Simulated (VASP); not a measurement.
Consider the following.

```yaml
crystal:
  lattice:
    - [0.00000, 2.06550, 2.06550]
    - [2.06550, 0.00000, 2.06550]
    - [2.06550, 2.06550, 0.00000]
  atoms:
    - { symbol: Al, position: [0.00000, 0.00000, 0.00000] }
```
Cell charge +0.5.

Calculation: PBE GGA, VASP's PBE PAW potentials (set 64) (plane waves; VASP). Numerical set-up: NELECT = 2.5, 400 eV cut-off, 14×14×14 Γ-centred mesh, Gaussian smearing of 0.050 eV, potentials Al.

The cell is charged, with a uniform compensating background.

**Question.** What does the run give for the energy per atom (σ→0), pressure, band gap (on the k-mesh) with the smallest direct gap where there is one?

**Answer.** 
* **band gap (on the k-mesh)**: none (metal, semimetal or under 0.01 eV)
* **energy per atom (σ→0)**: -7.201 eV/atom
* **pressure**: -48.18 GPa

The compound is Al in the fcc structure. The cell was not relaxed at this level. The run is one of a series of settings (ISMEAR = 0, NELECT = 2.5, SIGMA = 0.05 against the base run), some of them coarse on purpose.
